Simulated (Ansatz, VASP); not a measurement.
# Cross-check of RbGeH3 between VASP and Ansatz

Wanted: the spread between two codes on one cell, functional and k mesh. The cell is generated by rule, not measured, and may not be a known phase. The two relaxations start from unlike cells of this crystal (the structure described is Ansatz's start), so only their ends are compared.

Method: plane waves, with VASP 6.6.1 beside it; relaxation of cell and atoms at PBEsol, in Ansatz 0.2.0.

The structure was built from a prototype and need not be the compound's stable phase.

## Step 1: The starting structure

It takes space group R3m (No. 160, trigonal). Conventional cell: a = 5.732 Å, b = 5.732 Å, c = 7.020 Å, α = 90.00°, β = 90.00°, γ = 120.00°. Nearest to Rb lie 12 H at 2.89 to 2.91 Å. Nearest to Ge lie 3 H at 1.57 Å. Nearest to H lie 2 Ge at 1.57 to 2.48 Å and 6 H at 2.22 to 2.94 Å and 4 Rb at 2.89 to 2.91 Å. Farther neighbours are not listed.

## Step 2: Ansatz: relaxation of cell and atoms, PBEsol, pair 1

Ansatz runs on its PAW soft_1 files.

The relaxed volume is the usual yardstick between codes: in a stiff, nearly cubic crystal its relative difference is about their pressure difference at one cell divided by the bulk modulus.

input.yaml

```yaml
crystal:
  lattice:
    - [4.052936136, 0.0, 0.0]
    - [0.0, 4.052936136, 0.0]
    - [0.0, 0.0, 4.052936136]
  atoms:
    - { symbol: Rb, position: [0.0001846017, -0.0001846017, -0.0001846017] }
    - { symbol: Ge, position: [0.5012857124, 0.4987142876, 0.4987142876] }
    - { symbol: H, position: [0.5013607445, 0.4986392555, 0.1110139391] }
    - { symbol: H, position: [0.5013607445, 0.1110139391, 0.4986392555] }
    - { symbol: H, position: [-0.1110139391, 0.4986392555, 0.4986392555] }
kpoints:
  mp_grid: { grid: [12, 12, 12] }
hamiltonian:
  xc: pbesol
  pseudopotentials: { kind: paw, azcp: { folder: soft_1 }, xc_functional: pbe }
scf:
  occupations: { method: methfessel_paxton, width: 0.2 }
output:
  forces: true
  stress: true
  eigenvalues: true
relax:
  adjacent_minimum: "off"
  f_tol: 0.002
  max_steps: 120
  cell: { stress_tol: 0.03 }
```

Launch:

```
> ansatz run input.yaml --threads 4 --pin off --max-ram 16384MiB --backend cpu --events-out ev --progress --plain --runs-dir out
```

Numbers of over 12 decimals in the logs are rounded to 6 here.

The log of the run:

```text
Engine: ansatz 0.2.0, aarch64-unknown-linux-gnu
Pseudopotentials: kind: paw
Pseudopotential: Rb, paw, valence charge 9, recommended cutoff 420 eV (normal), soft_1/Rb.paw.azcp
Pseudopotential: Ge, paw, valence charge 14, recommended cutoff 420 eV (normal), soft_1/Ge.paw.azcp
Pseudopotential: H, paw, valence charge 1, recommended cutoff 420 eV (normal), soft_1/H.paw.azcp
Functional definition: PBEsol
  exchange = pbesol_x
  correlation = pbesol_c
Crystal: 5 atoms, lattice volume = 66.575 Å³
Basis set: ecut = 420 eV, 1309 PW (Γ), exchange–correlation on 60×60×60 points (8 copies of the dense FFT grid, shifted against one another)
Bands: 18, of which v1, the nominal top of the filled ones, is band 13 counted from 1 (12 counted from 0)
Symmetry: 6 space group operations
Space group: R3m (ITA 160), of the structure as read, at distance tolerance 4.1e-5 Å
k-points: 189 of 1728 (time reversal used)
Non-local potential: Rb, projectors of the file, l = 0: 3, l = 1: 2, l = 2: 2
Non-local potential: Ge, projectors of the file, l = 0: 2, l = 1: 2, l = 2: 3, l = 3: 1
Non-local potential: H, projectors of the file, l = 0: 2, l = 1: 1
PAW form: soft (Blöchl's): semilocal exchange-correlation on the pseudo side does not see the compensation charge
PAW frozen core: Rb, regenerated for the run's functional, and the local potential with it (the file was generated under x = pbe(κ = 0.804, μ = 0.219515), c = pbe(β = 0.066725))
PAW frozen core: Ge, regenerated for the run's functional, and the local potential with it (the file was generated under x = pbe(κ = 0.804, μ = 0.219515), c = pbe(β = 0.066725))
PAW one-centre angular grid: Rb, 110 points (default); XC on 64 Gauss nodes
PAW one-centre angular grid: Ge, 590 points (default); XC on 64 Gauss nodes
PAW one-centre angular grid: H, 110 points (default); XC on 64 Gauss nodes
Initial density: superposition of atomic densities (chi_scale 0.1, normalization cell, long waves kept (reshape's long-wave potential 0.00 eV rms))
Initial wavefunctions: pseudopotential atomic-orbital guess
Functional: x = pbesol(κ = 0.804, μ = 0.123457), c = pbesol(β = 0.046)
SCF iter   1: F=—  HF=-7518.406466 eV  |F-HF|=—  |Δ(HF+E_count)|=         —  Δρ=6.15e-2  dr2=2.00e0  ethr=3.10e-3  ⟨swp⟩=5.0  Hψ=18107  notcnv=0
preconditioner: auto → Resta (q_TF=auto, 2.333 Å⁻¹)  ε∞=2.6  [insulator: Δε(μ)=1.301 eV  Ē_g=17.739 eV  σ=0.200 eV  W_gap=1.00  n_scr=18 (ndim 8)  ℏωp=22.3 eV  f_vac=0.000  D(μ)=-0.00/eV (n_scr^D=0)  ε∞_Penn≈2.6]
SCF iter   2: F=—  HF=-7517.800006 eV  |F-HF|=—  |Δ(HF+E_count)|=   6.06e-1  S|Δr|=    0.00e0  Δρ=2.52e-2  dr2=3.42e-1  ethr=3.10e-3  ⟨swp⟩=2.0  Hψ=7958  notcnv=0  defer=169
SCF iter   3: F=—  HF=-7517.710687 eV  |F-HF|=—  |Δ(HF+E_count)|=   8.93e-2  S|Δr|=    0.00e0  Δρ=6.33e-3  dr2=2.12e-2  ethr=1.32e-3  ⟨swp⟩=2.0  Hψ=6210  notcnv=0  defer=169
SCF iter   4: F=—  HF=-7517.703129 eV  |F-HF|=—  |Δ(HF+E_count)|=   7.56e-3  S|Δr|=    0.00e0  Δρ=2.42e-3  dr2=3.16e-3  ethr=8.15e-5  ⟨swp⟩=2.0  Hψ=5719  notcnv=0  defer=169
SCF iter   5: F=—  HF=-7517.705369 eV  |F-HF|=—  |Δ(HF+E_count)|=   2.24e-3  S|Δr|=    0.00e0  Δρ=4.10e-4  dr2=6.60e-5  ethr=1.21e-5  ⟨swp⟩=2.2  Hψ=4736  notcnv=0  defer=169
SCF iter   6: F=—  HF=-7517.705402 eV  |F-HF|=—  |Δ(HF+E_count)|=   3.30e-5  S|Δr|=    0.00e0  Δρ=1.02e-4  dr2=3.64e-6  ethr=2.54e-7  ⟨swp⟩=2.0  Hψ=5684  notcnv=0  defer=169
SCF iter   7: F=—  HF=-7517.705403 eV  |F-HF|=—  |Δ(HF+E_count)|=   9.76e-7  S|Δr|=    0.00e0  Δρ=2.17e-5  dr2=2.82e-7  ethr=1.40e-8  ⟨swp⟩=2.0  Hψ=5490  notcnv=0  defer=169
SCF iter   8: F=-7517.705403 eV  HF=-7517.705403 eV  |F-HF|=7.59e-9  |Δ(HF+E_count)|=   3.94e-7  S|Δr|=    0.00e0  Δρ=2.79e-6  dr2=6.14e-9  ethr=3.85e-10  ⟨swp⟩=11.3  Hψ=19367  notcnv=0
SCF 1 converged in 8 iterations: F = -7517.705403 eV  dr2 = 6.14e-9
  greatest PAW one-centre occupation: 0.998 electrons in one spin orbital (limit 2), on the Ge atom at site 1 (counted from 0), in its partial waves of l = 2
relax step   1: F+E_penalty+E_count = -7517.70540339 eV  Δ(F+E_penalty+E_count) = +0.000e0 eV  max|allowed force component| = 6.006e-1 eV/Å  Δτ_max = 0.0000 Å  P = +7.509 GPa  Ω = 66.575 Å³  (8 SCF iters, dr2 threshold 1.00e-7 eV, accepted)
[...]
relax step  10: F+E_penalty+E_count = -7518.00245938 eV  Δ(F+E_penalty+E_count) = -2.320e-4 eV  max|allowed force component| = 1.480e-3 eV/Å  Δτ_max = 0.0061 Å  P = +0.019 GPa  Ω = 84.483 Å³  energy of the carried Pulay correction = -2.879e-4 eV  (5 SCF iters, dr2 threshold 5.16e-8 eV, accepted)
[...]
relax step  11: F+E_penalty+E_count = -7518.00241781 eV  Δ(F+E_penalty+E_count) = +4.157e-5 eV  max|allowed force component| = 3.912e-4 eV/Å  Δτ_max = 0.0016 Å  P = +0.001 GPa  Ω = 84.670 Å³  energy of the carried Pulay correction = -3.518e-4 eV  (7 SCF iters, accepted)
[...]
relax step  12: F+E_penalty+E_count = -7518.00277741 eV  Δ(F+E_penalty+E_count) = -3.596e-4 eV  max|allowed force component| = 2.726e-4 eV/Å  Δτ_max = 0.0000 Å  P = +0.002 GPa  Ω = 84.670 Å³  stress off target by 3.57e-3 GPa  SCF on the basis re-selected at this cell (its energy is not comparable with the rows above)  (5 SCF iters)
basis re-selected at this cell: Δ(F+E_penalty+E_count) = -3.596e-4 eV, ΔP = +0.001 GPa vs the last step (what re-selecting the basis moved, of the pressure what is left beyond the Pulay correction that the steps carried, after the strain that the cell walked since its last selection, with what the two solves' SCF thresholds leave and, on support functions, any second-order correction that the steps lacked; it is no m [...]
SCF converged after 5 iterations
Stability not checked: this state was not tested for a lower state beside it, because cold or Methfessel-Paxton smearing, or corrected tetrahedra, fill the levels in a way that the test cannot read (fill_not_monotonic; see scf.lower_state_search)
Free energy (F): -7518.002777 eV
Harris-Foulkes:  -7518.002777 eV  (|F-HF|=2.00e-11)
Internal energy: -7518.002777 eV  (E = F + TS)
E sigma→0 (E₀):  -7518.002777 eV
Fermi energy:    5.094502 eV
Step filling:    the computed levels leave a gap of 1.6944 eV = 8.5 smearing widths at the electron count; against every level under it full and every level over it empty, smearing changes F+E_penalty+E_count by +2.93e-9 meV and its σ→0 estimate by -2.45e-8 meV
--- Per-component energies (eV) ---
  E_band       = -282.706631
  E_kinetic    = 312.195387
  E_local      = -3177.950235  (includes V_loc(G=0)·N_el)
  E_nonlocal   = 408.933738
  E_hartree    = 1367.040983
  E_xc         = -219.999146
  E_vxc        = -227.683911  (∫ρ·V_xc dr)
  E_paw        = -4545.891220  (= ΣΔE_a)
  E_vpaw       = -332.281014  (= ΣTr[D̂ρ^β])
  E_aug_tail   = -0.002625  (compensation charges beyond the density's cutoff)
  E_ewald      = -1663.371267
  E_core_change = 1.041609  (= ΣΔE_core)
  E_smearing   = 0.000000  (= −TS)
  E_closure    = 0.000000  (closes the sum)
  Σ components = -7518.002777   (vs F -7518.002777, Δ=0.00e0)
--- Forces (eV/Å), atoms counted from 1 ---
  atom   1  Rb     0.00002028    -0.00002028    -0.00002028
  atom   2  Ge    -0.00027264     0.00027264     0.00027264
  atom   3  H      0.00009026    -0.00009026    -0.00007149
  atom   4  H      0.00009026    -0.00007149    -0.00009026
  atom   5  H      0.00007149    -0.00009026    -0.00009026
  max |Σ_I F_I| component: 3.48e-7 eV/Å
--- Stress (GPa, compression-positive) ---
        0.002271       0.001295       0.001295
        0.001295       0.002271      -0.001295
        0.001295      -0.001295       0.002271
  P = ⅓ Tr σ = 0.0023 GPa (0.023 kbar)
--- Band table (eV; the first three rows and the last of 189) ---
  k-point 0: bands = [... 9 lower, -5.4966, 1.5141, 1.5141, 4.2733, 5.9934, 5.9934, 6.5317, 10.6331, ... 1 higher]
  k-point 1: bands = [... 9 lower, -5.4459, 1.3800, 1.5196, 4.1528, 6.0207, 6.0215, 6.9143, 10.4591, ... 1 higher]
  k-point 2: bands = [... 9 lower, -5.3112, 1.0236, 1.5347, 3.9569, 6.1043, 6.1807, 7.7487, 10.0218, ... 1 higher]
  k-point 188: bands = [... 9 lower, -4.2750, -0.1779, -0.1779, 1.4400, 8.6146, 8.6146, 9.0255, 11.4492, ... 1 higher]
--- Relaxed structure (10 steps of the walk, 10 accepted, 2 SCFs on fresh bases) ---
  F+E_penalty+E_count = -7518.00277741 eV   max|allowed force component| = 2.726e-4 eV/Å   (the final SCF, on the basis selected at the relaxed cell)
  cell:  # Å, volume = 84.6698 Å³
    - [4.392294, 0.071150, 0.071150]
    - [0.071150, 4.392294, -0.071150]
    - [0.071150, -0.071150, 4.392294]
  atoms:
    - { symbol: Rb, position: [0.016632, -0.016632, -0.016632] }
    - { symbol: Ge, position: [0.500477, 0.499523, 0.499523] }
    - { symbol: H, position: [0.502543, 0.497457, 0.129018] }
    - { symbol: H, position: [0.502543, 0.129018, 0.497457] }
    - { symbol: H, position: [-0.129018, 0.497457, 0.497457] }
```

The column dr2 measures how far the density is from self-consistency, as an energy; F and HF (Harris–Foulkes) agree once it is small.

## Step 3: VASP: relaxation of cell and atoms, PBEsol, pair 1

Its own start cell and the same functional, mesh and smearing now go to VASP, with its own data sets.

Lines of VASP's logs that name or quote its potential files are left out, and so is its time.

INCAR

```
SYSTEM = RbGeH3
PREC = Accurate
ENCUT = 500
EDIFF = 1E-07
NELM = 120
ISMEAR = 1
SIGMA = 0.2
LREAL = .FALSE.
ALGO = Normal
GGA = PS
NBANDS = 19
LORBIT = 11
LWAVE = .FALSE.
LCHARG = .FALSE.
ISIF = 3
IBRION = 2
NSW = 80
EDIFFG = -0.005
LASPH = .TRUE.
GGA_COMPAT = .FALSE.
NELMIN = 4
EFERMI = MIDGAP
KPAR = 2
```

POSCAR

```
RbGeH3
1.0
    4.3591586562      0.0579615868      0.0579615868
    0.0579615868      4.3591586562     -0.0579615868
    0.0579615868     -0.0579615868      4.3591586562
Rb Ge H
1 1 3
Direct
    0.0165138057      0.9834861943      0.9834861943
    0.5003481214      0.4996518786      0.4996518786
    0.5014192803      0.4985807197      0.1265225546
    0.5014192803      0.1265225546      0.4985807197
    0.8734774454      0.4985807197      0.4985807197
```

KPOINTS

```
Automatic mesh
0
Gamma
12 12 12
0 0 0
```

The projector-augmented-wave data sets are Rb_sv, Ge_d and H (PBE family, release 64).

Launch:

```
> mpirun -np 2 vasp_std
```

The log of the run:

```text
[banner, memory and clock lines left out]
running    2 mpi-ranks, on    1 nodes
 distrk:  each k-point on    1 cores,    2 groups
 distr:  one band on    1 cores,    1 groups

 POSCAR found type information on POSCAR RbGeH
 POSCAR found :  3 types and       5 ions
|                                                                             |
|               ----> ADVICE to this user running VASP <----                  |
|                                                                             |
|     You enforced a specific xc type in the INCAR file but a different       |
|     [... a line on the potential file left out ...]
|     I HOPE YOU KNOW WHAT YOU ARE DOING!                                     |
|                                                                             |

 LDA part: xc-table for (Slater+PW92), standard interpolation
 POSCAR, INCAR and KPOINTS ok, starting setup
 FFT: planning ... GRIDC
 FFT: planning ... GRID_SOFT
 FFT: planning ... GRID
 WAVECAR not read
 entering main loop
       N       E                     dE             d eps       ncg     rms          rms(c)
DAV:   1     0.185444800882E+03    0.18544E+03   -0.12661E+04  8080   0.219E+03
DAV:   2     0.575853887162E+01   -0.17969E+03   -0.17219E+03  7659   0.521E+02
DAV:   3    -0.163861776186E+02   -0.22145E+02   -0.22050E+02  8343   0.123E+02
DAV:   4    -0.173001704956E+02   -0.91399E+00   -0.91294E+00  9884   0.260E+01
DAV:   5    -0.173387262068E+02   -0.38556E-01   -0.38548E-01 10133   0.444E+00    0.532E+00
DAV:   6    -0.166538338471E+02    0.68489E+00   -0.45683E-01 10716   0.436E+00    0.298E+00
DAV:   7    -0.163804803174E+02    0.27335E+00   -0.84841E-01  9676   0.520E+00    0.872E-01
DAV:   8    -0.163920437199E+02   -0.11563E-01   -0.11323E-01  8100   0.187E+00    0.255E-01
DAV:   9    -0.163911481228E+02    0.89560E-03   -0.58747E-03 10003   0.586E-01    0.992E-02
DAV:  10    -0.163910952230E+02    0.52900E-04   -0.16454E-03  8664   0.208E-01    0.443E-02
DAV:  11    -0.163911267499E+02   -0.31527E-04   -0.28171E-04 10269   0.116E-01    0.201E-02
DAV:  12    -0.163911277520E+02   -0.10021E-05   -0.17319E-05  9309   0.305E-02    0.933E-03
DAV:  13    -0.163911299628E+02   -0.22108E-05   -0.43187E-06  8146   0.129E-02    0.223E-03
DAV:  14    -0.163911299243E+02    0.38533E-07   -0.74452E-07  9844   0.606E-03
   1 F= -.16391130E+02 E0= -.16391222E+02  d E =-.163911E+02
[... from here on, the cycles between the ionic steps are left out ...]
   2 F= -.16391378E+02 E0= -.16391471E+02  d E =-.247850E-03
   3 F= -.16391532E+02 E0= -.16391625E+02  d E =-.401632E-03
   4 F= -.16391654E+02 E0= -.16391748E+02  d E =-.122333E-03
   5 F= -.16391816E+02 E0= -.16391912E+02  d E =-.284533E-03
   6 F= -.16391876E+02 E0= -.16391971E+02  d E =-.597076E-04
   7 F= -.16391915E+02 E0= -.16392011E+02  d E =-.988573E-04
   8 F= -.16391948E+02 E0= -.16392045E+02  d E =-.335420E-04
   9 F= -.16391957E+02 E0= -.16392053E+02  d E =-.418197E-04
 curvature:  -1.47 expect dE=-0.433E-04 dE for cont linesearch -0.963E-07
 trial: gam= 0.00468 g(F)=  0.246E-05 g(S)=  0.271E-04 ort = 0.274E-05 (trialstep = 0.998E+00)
 search vector abs. value=  0.295E-04
 bond charge predicted
       N       E                     dE             d eps       ncg     rms          rms(c)
DAV:   1    -0.163920971796E+02   -0.14049E-03   -0.25887E-03  8100   0.674E-01    0.634E-02
DAV:   2    -0.163920118727E+02    0.85307E-04   -0.27438E-04  9736   0.214E-01    0.333E-02
DAV:   3    -0.163919795161E+02    0.32357E-04   -0.85824E-05  9926   0.113E-01    0.753E-03
DAV:   4    -0.163919783169E+02    0.11992E-05   -0.10436E-05 11132   0.348E-02    0.476E-03
DAV:   5    -0.163919775873E+02    0.72960E-06   -0.35907E-07  9154   0.618E-03    0.187E-03
DAV:   6    -0.163919773514E+02    0.23588E-06   -0.20721E-07  5271   0.678E-03    0.554E-04
DAV:   7    -0.163919773380E+02    0.13422E-07   -0.16156E-08  4245   0.119E-03
  10 F= -.16391977E+02 E0= -.16392074E+02  d E =-.205716E-04
 trial-energy change:   -0.000021  1 .order   -0.000022   -0.000029   -0.000014
 step:   1.9607(harm=  1.9607)  dis= 0.00035  next Energy=   -16.391986 (dE=-0.290E-04)
 reached required accuracy - stopping structural energy minimisation
```

From OUTCAR (step 3):

```text
ion  position               nearest neighbor table
   1  0.017  0.983  0.983-   4 3.04   5 3.04   3 3.04   3 3.17   5 3.17   4 3.17   5 3.19   4 3.19
                             5 3.19   3 3.19   3 3.19   4 3.19   2 3.56   2 3.77   2 3.77   2 3.77
   2  0.500  0.500  0.500-   4 1.63   5 1.63   3 1.63   1 3.56   1 3.77   1 3.77   1 3.77   1 3.79
                             1 3.85   1 3.85   1 3.85
   3  0.501  0.499  0.127-   2 1.63   1 3.04   1 3.17   1 3.19   1 3.19
   4  0.501  0.127  0.499-   2 1.63   1 3.04   1 3.17   1 3.19   1 3.19
   5  0.873  0.499  0.499-   2 1.63   1 3.04   1 3.17   1 3.19   1 3.19

  LATTYP: Found a trigonal (rhomboedric) cell.
 ALAT       =     4.3599292748
 COS(alpha) =    -0.0264068810

 Subroutine GETGRP returns: Found  6 space group operations
 (whereof  6 operations were pure point group operations)

The static configuration has the point symmetry C_3v.

 Found    189 irreducible k-points:

   k-points           NKPTS =    189   k-points in BZ     NKDIM =    189   number of bands    NBANDS=     19

   dimension x,y,z NGX =    32 NGY =   32 NGZ =   32
   dimension x,y,z NGXF=    64 NGYF=   64 NGZF=   64

   ENCUT  =  500.0 eV  36.75 Ry    6.06 a.u.   7.95  7.95  7.95*2*pi/ulx,y,z

   NELECT =      26.0000    total number of electrons

 k-points in reciprocal lattice and weights: Automatic mesh
   0.00000000  0.00000000  0.00000000       0.001
   0.08333333  0.00000000  0.00000000       0.003
   0.16666667 -0.00000000  0.00000000       0.003
   0.25000000  0.00000000  0.00000000       0.003
   0.33333333 -0.00000000  0.00000000       0.003
   0.41666667 -0.00000000  0.00000000       0.003
   0.50000000  0.00000000  0.00000000       0.002
   0.08333333  0.08333333  0.00000000       0.003
   0.16666667  0.08333333  0.00000000       0.007
[...]
0.50000000  0.50000000  0.41666667       0.003
   0.50000000  0.50000000  0.50000000       0.001

 average (electrostatic) potential at core
       1 -38.1755       2 -76.6614       3 -34.6493       4 -34.6493       5 -34.6493

 E-fermi :   1.2498

 k-point     1 :       0.0000    0.0000    0.0000
  band No.  band energies     occupation
    ...
      9     -10.0574      2.00000
     10      -8.6059      2.00000
     11      -1.5664      2.00000
     12      -1.5664      2.00000
     13       1.2299      1.16685
     14       2.9062     -0.00000
     15       2.9062     -0.00000
     16       3.4974     -0.00000
     17       7.5990      0.00000
     18       7.5990      0.00000
    ...

 k-point     2 :       0.0833    0.0000    0.0000
  band No.  band energies     occupation
    ...
      9     -10.0626      2.00000
     10      -8.5532      2.00000
     11      -1.7027      2.00000
     12      -1.5610      2.00000
     13       1.1083      1.92490
     14       2.9341     -0.00000
     15       2.9414     -0.00000
     16       3.8770     -0.00000
     17       7.4196      0.00000
     18       7.6467      0.00000
    ...

 k-point     3 :       0.1667   -0.0000    0.0000
  band No.  band energies     occupation
    ...
      9     -10.0605      2.00000
     10      -8.4136      2.00000
     11      -2.0647      2.00000
     12      -1.5462      2.00000
     13       0.9117      2.03797
     14       3.0166     -0.00000
     15       3.1082     -0.00000
     16       4.7150     -0.00000
     17       6.9696      0.00000
     18       7.7605      0.00000
    ...

  Total        0.0140391      0.0140391      0.0140391      0.0095625     -0.0095625      0.0095625
  in kB        0.2683057      0.2683057      0.2683057      0.1827515     -0.1827515      0.1827515
  external PRESSURE =       0.2683057 kB  Pullay stress =       0.0000000 kB

  energy-cutoff  :      500.00
  volume of cell :       83.83
      direct lattice vectors                 reciprocal lattice vectors
     4.377517526  0.062117412  0.062117412     0.228533336 -0.003289591 -0.003289591
     0.062117412  4.377517526 -0.062117412    -0.003289591  0.228533336  0.003289591
     0.062117412 -0.062117412  4.377517526    -0.003289591  0.003289591  0.228533336

 POSITION                                       TOTAL-FORCE (eV/Angst)
 -----------------------------------------------------------------------------------
      0.19520      4.24444      4.24444         0.000596     -0.000596     -0.000596
      2.25334      2.18630      2.18630         0.002433     -0.002433     -0.002433
      2.23593      2.20371      0.55999         0.000783     -0.000783      0.004595
      2.23593      0.55999      2.20371         0.000783      0.004595     -0.000783
      3.87965      2.20371      2.20371        -0.004595     -0.000783     -0.000783
 -----------------------------------------------------------------------------------
    total drift:                                0.000090     -0.000093     -0.000092

  FREE ENERGIE OF THE ION-ELECTRON SYSTEM (eV)
  ---------------------------------------------------
  free  energy   TOTEN  =       -16.3919773380 eV

  energy  without entropy=      -16.3922672232  energy(sigma->0) =      -16.39207397

 reached required accuracy - stopping structural energy minimisation

 total charge
# of ion       s       p       d       tot
------------------------------------------
    1        1.937   5.346   0.023   7.307
    2        1.175   1.263  10.042  12.480
    3        0.519   0.011   0.000   0.530
    4        0.519   0.011   0.000   0.530
    5        0.519   0.011   0.000   0.530
--------------------------------------------------
tot          4.670   6.643  10.065  21.378

[... 3 further parts left out ...]
```

The run keeps the 6 symmetry operations of its start, so it cannot find a distortion of lower symmetry.

(Continued in part 2 of 2.)

[Lines on the potential files, build, host, timing and source positions are cut from VASP's logs without a mark.]

[Logs are printed without paths, hosts, clocks, repeated set-up lines and the standing remarks that a program may print on its own settings, such as how far it seeks lower states.]

[Hosts, paths, dates, database ids (printed as entryN), source tags and the programs' standing remarks are cut or masked in the printed files.]
